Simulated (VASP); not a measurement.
Calculation: r2SCAN meta-GGA, VASP's PBE PAW potentials (set 64) (plane waves; VASP).

A VASP calculation is set up with these files.

INCAR:
```
# general
SYSTEM   =  In
PREC     =  Accurate
ENCUT    =  520
LREAL    =  F
LASPH    =  T

# electronic loop
EDIFF    =  1E-6
NELM     =  100
ALGO     =  Normal
LMAXMIX  =  4
LMIXTAU  =  T

# smearing
ISMEAR   =  1
SIGMA    =  0.1

# functional
METAGGA  =  R2SCAN

# ions
IBRION   =  2
NSW      =  60
ISIF     =  3
EDIFFG   =  -0.01

# output
LWAVE    =  F
LCHARG   =  F
```

### POSCAR
```
In
1
   -1.6250000000     1.6250000000     2.4750000000
    1.6250000000    -1.6250000000     2.4750000000
    1.6250000000     1.6250000000    -2.4750000000
In
1
Direct
  0.0000000000   0.0000000000   0.0000000000
```

File KPOINTS:
```
Automatic mesh
0
Gamma
14 14 14
0 0 0
```

POTCAR, in this order: In_d (PBE.64 set). Program: vasp_std.

The resulting files:

OUTCAR:
```
 ion  position               nearest neighbor table
   1  0.000  0.000  0.000-
  LATTYP: Found a body centered tetragonal cell.
 ALAT       =     3.2500000000
 C/A-ratio  =     1.5230769231
 Subroutine PRICEL returns:
 Original cell was already a primitive cell.
 Subroutine GETGRP returns: Found 16 space group operations
The static configuration has the point symmetry D_4h.
The dynamic configuration has the point symmetry D_4h.
 Subroutine INISYM returns: Found 16 space group operations
 Subroutine IBZKPT returns following result:
 Found    244 irreducible k-points:

 Following reciprocal coordinates:
            Coordinates               Weight
  0.000000  0.000000  0.000000      1.000000
  0.071429  0.000000  0.000000      8.000000
  0.142857  0.000000  0.000000      8.000000
  0.214286 -0.000000  0.000000      8.000000
  0.285714  0.000000 -0.000000      8.000000
  0.357143  0.000000  0.000000      8.000000
  0.428571 -0.000000  0.000000      8.000000
  0.500000  0.000000 -0.000000      4.000000
  0.071429  0.071429 -0.000000      8.000000
...
```

**OSZICAR**
```
       N       E                     dE             d eps       ncg     rms          rms(c)
DAV:   1     0.510678754870E+02    0.51068E+02   -0.67159E+03  4930   0.168E+03
DAV:   2    -0.221681683014E+02   -0.73236E+02   -0.72250E+02  4980   0.298E+02
DAV:   3    -0.249992540364E+02   -0.28311E+01   -0.28232E+01  5612   0.674E+01
DAV:   4    -0.250686632134E+02   -0.69409E-01   -0.69389E-01  6438   0.106E+01
DAV:   5    -0.250716539788E+02   -0.29908E-02   -0.29905E-02  6126   0.168E+00    0.363E+00
DAV:   6    -0.224336434009E+02    0.26380E+01   -0.15864E+00  5450   0.318E+01    0.142E+00
DAV:   7    -0.225526117849E+02   -0.11897E+00   -0.17509E-01  5052   0.903E+00    0.122E+00
DAV:   8    -0.225322059655E+02    0.20406E-01   -0.10624E-01  4952   0.334E+00    0.263E-01
DAV:   9    -0.225738318402E+02   -0.41626E-01   -0.35377E-02  4942   0.197E+00    0.207E-01
DAV:  10    -0.225694359545E+02    0.43959E-02   -0.24955E-03  5436   0.758E-01    0.134E-01
DAV:  11    -0.225742711909E+02   -0.48352E-02   -0.39854E-03  4984   0.930E-01    0.193E-01
DAV:  12    -0.225753044686E+02   -0.10333E-02   -0.11158E-03  5350   0.595E-01    0.227E-02
DAV:  13    -0.225755093531E+02   -0.20488E-03   -0.17238E-04  5110   0.167E-01    0.179E-02
DAV:  14    -0.225755130075E+02   -0.36543E-05   -0.11565E-05  6286   0.426E-02    0.336E-02
DAV:  15    -0.225755174735E+02   -0.44660E-05   -0.14346E-05  5038   0.480E-02    0.179E-02
DAV:  16    -0.225755280231E+02   -0.10550E-04   -0.55280E-06  4996   0.326E-02    0.128E-02
DAV:  17    -0.225755296839E+02   -0.16607E-05   -0.51488E-07  3302   0.792E-03    0.101E-02
DAV:  18    -0.225755298458E+02   -0.16199E-06   -0.14390E-07  2624   0.529E-03
   1 F= -.22575530E+02 E0= -.22575534E+02  d E =-.225755E+02
       N       E                     dE             d eps       ncg     rms          rms(c)
DAV:   1    -0.225798214518E+02   -0.42918E-02   -0.12912E-01  5622   0.630E+00    0.368E-01
DAV:   2    -0.225766198361E+02    0.32016E-02   -0.61464E-03  5722   0.175E+00    0.183E-01
DAV:   3    -0.225759275340E+02    0.69230E-03   -0.15478E-03  5964   0.103E+00    0.603E-02
DAV:   4    -0.225758976735E+02    0.29860E-04   -0.54776E-04  4940   0.295E-01    0.368E-02
DAV:   5    -0.225759706602E+02   -0.72987E-04   -0.32235E-04  5022   0.268E-01    0.229E-02
DAV:   6    -0.225760110412E+02   -0.40381E-04   -0.10161E-04  5144   0.148E-01    0.123E-02
DAV:   7    -0.225760211474E+02   -0.10106E-04   -0.12833E-05  5052   0.471E-02    0.503E-03
DAV:   8    -0.225760215518E+02   -0.40438E-06   -0.57217E-07  3236   0.111E-02
   2 F= -.22576022E+02 E0= -.22576025E+02  d E =-.491706E-03
       N       E                     dE             d eps       ncg     rms          rms(c)
DAV:   1    -0.225820539285E+02   -0.60328E-02   -0.19758E-01  5618   0.778E+00    0.455E-01
DAV:   2    -0.225771438992E+02    0.49100E-02   -0.94758E-03  5714   0.216E+00    0.227E-01
DAV:   3    -0.225760821512E+02    0.10617E-02   -0.23599E-03  5952   0.126E+00    0.737E-02
DAV:   4    -0.225760447261E+02    0.37425E-04   -0.83346E-04  4924   0.366E-01    0.454E-02
DAV:   5    -0.225761496499E+02   -0.10492E-03   -0.49438E-04  5032   0.336E-01    0.283E-02
DAV:   6    -0.225762118788E+02   -0.62229E-04   -0.16149E-04  5116   0.188E-01    0.154E-02
DAV:   7    -0.225762277237E+02   -0.15845E-04   -0.20711E-05  5034   0.604E-02    0.614E-03
DAV:   8    -0.225762284350E+02   -0.71133E-06   -0.10294E-06  4148   0.138E-02
   3 F= -.22576228E+02 E0= -.22576221E+02  d E =-.698589E-03
       N       E                     dE             d eps       ncg     rms          rms(c)
DAV:   1    -0.225790935482E+02   -0.28658E-02   -0.82113E-02  5564   0.605E+00    0.333E-01
DAV:   2    -0.225765977904E+02    0.24958E-02   -0.53243E-03  5544   0.171E+00    0.134E-01
DAV:   3    -0.225762273935E+02    0.37040E-03   -0.10990E-03  6378   0.784E-01    0.587E-02
DAV:   4    -0.225762029604E+02    0.24433E-04   -0.28149E-04  4908   0.235E-01    0.341E-02
DAV:   5    -0.225762410101E+02   -0.38050E-04   -0.20394E-04  4938   0.226E-01    0.148E-02
DAV:   6    -0.225762959628E+02   -0.54953E-04   -0.59840E-05  5222   0.125E-01    0.866E-03
DAV:   7    -0.225762984158E+02   -0.24530E-05   -0.29491E-06  5040   0.228E-02    0.572E-03
DAV:   8    -0.225762981490E+02    0.26678E-06   -0.45261E-07  2788   0.678E-03
   4 F= -.22576298E+02 E0= -.22576286E+02  d E =-.697140E-04
```

OUTCAR:
```
------------------------ aborting loop because EDIFF is reached ----------------------------------------
  FORCE on cell =-STRESS in cart. coord.  units (eV):
  Direction    XX          YY          ZZ          XY          YZ          ZX
  --------------------------------------------------------------------------------------
  Total        0.0044600      0.0044600     -0.0042580      0.0000000     -0.0000000      0.0000000
  in kB        0.2721359      0.2721359     -0.2598122      0.0000000     -0.0000000      0.0000000
  external PRESSURE =       0.0948198 kB  Pullay stress =       0.0000000 kB
  volume of cell :       26.26
      direct lattice vectors                 reciprocal lattice vectors
    -1.618365234  1.618365234  2.506377932     0.000000000  0.308953745  0.199491064
     1.618365234 -1.618365234  2.506377932     0.308953745  0.000000000  0.199491064
     1.618365234  1.618365234 -2.506377932     0.308953745  0.308953745  0.000000000
 POSITION                                       TOTAL-FORCE (eV/Angst)
 -----------------------------------------------------------------------------------
     -1.61837      1.61837      2.50638        -0.000000      0.000000      0.000000
 -----------------------------------------------------------------------------------
    total drift:                               -0.000000     -0.000000      0.000000
  FREE ENERGIE OF THE ION-ELECTRON SYSTEM (eV)
  ---------------------------------------------------
  free  energy   TOTEN  =       -22.5762981490 eV

  energy  without entropy=      -22.5762603978  energy(sigma->0) =      -22.57628557

 reached required accuracy - stopping structural energy minimisation
```
(Selected blocks of OUTCAR.)

File CONTCAR:
```
In
   1.00000000000000
    -1.6183652335617922    1.6183652335617922    2.5063779323001070
     1.6183652335617922   -1.6183652335617922    2.5063779323001070
     1.6183652335617922    1.6183652335617922   -2.5063779323001070
  In
     1
Direct
     1.0000000000000000    0.0000000000000000    0.0000000000000000
```

The compound is In in the bct structure. This run relaxes it. Symmetry was kept, so distortions that lower it aren't found.
